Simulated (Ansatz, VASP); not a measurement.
## Two plane-wave programs on BaMo2

```
Ba Mo
1.0
     0.00000    3.29371    3.29371
     3.29371    0.00000    3.29371
     3.29371    3.29371    0.00000
Ba Mo
1 2
Cartesian
  4.9406 4.9406 4.9406
  3.2937 3.2937 3.2937
  1.6469 1.6469 1.6469
```

The cell was built by a generator and needn't be a form met in nature.

Alike in both runs: task single point; functional PBE; k mesh 12 × 12 × 12; occupations gaussian, width 0.1 eV; no spin polarisation.

|  | VASP | Ansatz |
| --- | --- | --- |
| version | VASP 6.6.1 | Ansatz 0.2.0 |
| potentials or method | VASP PAW PBE potentials, release 64 (Ba_sv, Mo_sv) | scalar-relativistic, plane waves, PAW |
| plane-wave cutoff (eV) | 520 | 420 |
| valence electrons in the cell | 38 | 38 |

|  | VASP | Ansatz | Ansatz less VASP |
| --- | --- | --- | --- |
| gap on the k mesh at the Fermi level (eV) | none | none | - |
| pressure (GPa) | 2.5 | 0.0 | -2.46 |

A gap of «none» marks a metal or a gap that the smearing closes.

Spin-orbit coupling is left out, which matters for the levels of Ba.
